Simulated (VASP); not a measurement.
An input for Quantum ESPRESSO's pw.x (written as the equivalent of a VASP run, and not itself run):

```
&CONTROL
  calculation = 'vc-relax'
  pseudo_dir = './pseudo'
  outdir = './out'
  tprnfor = .true.
  tstress = .true.
  nstep = 40
  forc_conv_thr = 0.00078
/
&SYSTEM
  ibrav = 0
  nat = 8
  ntyp = 2
  ecutwfc = 90
  occupations = 'smearing'
  smearing = 'gaussian'
  degauss = 0.003675
  input_dft = 'pz'
/
&ELECTRONS
  conv_thr = 7.3e-08
  electron_maxstep = 100
/
&IONS
/
&CELL
  press = 200
/
ATOMIC_SPECIES
  Fe 55.845 Fe.upf
  Si 28.085 Si.upf
CELL_PARAMETERS angstrom
     4.3200768    0.0000000    0.0000000
     0.0000000    4.3200768    0.0000000
     0.0000000    0.0000000    4.3200768
ATOMIC_POSITIONS crystal
  Fe   0.8613639  0.6386361  0.3613639
  Fe   0.3613639  0.8613639  0.6386361
  Fe   0.1386361  0.1386361  0.1386361
  Fe   0.6386361  0.3613639  0.8613639
  Si   0.1584377  0.3415623  0.6584377
  Si   0.6584377  0.1584377  0.3415623
  Si   0.8415623  0.8415623  0.8415623
  Si   0.3415623  0.6584377  0.1584377
K_POINTS automatic
  5 5 5 0 0 0
```

### Question
Write the VASP files for the same calculation (LDA).

### Answer
Several could match; the one computed here: 
### KPOINTS
```
Regular mesh
0
G
5 5 5
0 0 0
```

### INCAR
```
SYSTEM  =  FeSi
PREC  =  Accurate; ENCUT  =  500; LREAL  =  .FALSE.
LASPH  =  .TRUE.
EDIFF  =  1E-6; NELM  =  100; ALGO  =  Normal
LMAXMIX  =  4
ISMEAR  =  0; SIGMA  =  0.05
IBRION  =  2; NSW  =  40; ISIF  =  3
EDIFFG  =  -0.02; PSTRESS  =  200
LWAVE  =  .FALSE.; LCHARG  =  .FALSE.
```

POSCAR:
```
FeSi
1
    4.3200768055     0.0000000000     0.0000000000
    0.0000000000     4.3200768055     0.0000000000
    0.0000000000     0.0000000000     4.3200768055
Fe Si
4 4
Direct
  0.8613638529   0.6386361471   0.3613638529
  0.3613638529   0.8613638529   0.6386361471
  0.1386361471   0.1386361471   0.1386361471
  0.6386361471   0.3613638529   0.8613638529
  0.1584377073   0.3415622927   0.6584377073
  0.6584377073   0.1584377073   0.3415622927
  0.8415622927   0.8415622927   0.8415622927
  0.3415622927   0.6584377073   0.1584377073
```

POTCAR, in this order: Fe Si (LDA.64 set). Program: vasp_std.

The two are equivalent in intent, not identical: the potentials are each code's own (VASP's PAW set, PseudoDojo norm-conserving files in pw.x), so ENCUT and ecutwfc are chosen apart and not converted; conv_thr bounds pw.x's estimated SCF error, while EDIFF bounds the energy change between steps; forc_conv_thr acts on force components and is met together with etot_conv_thr.

The compound is FeSi in the B20 structure. This run relaxes it under an external pressure of 20 GPa. Symmetry was kept, so distortions that lower it aren't found.
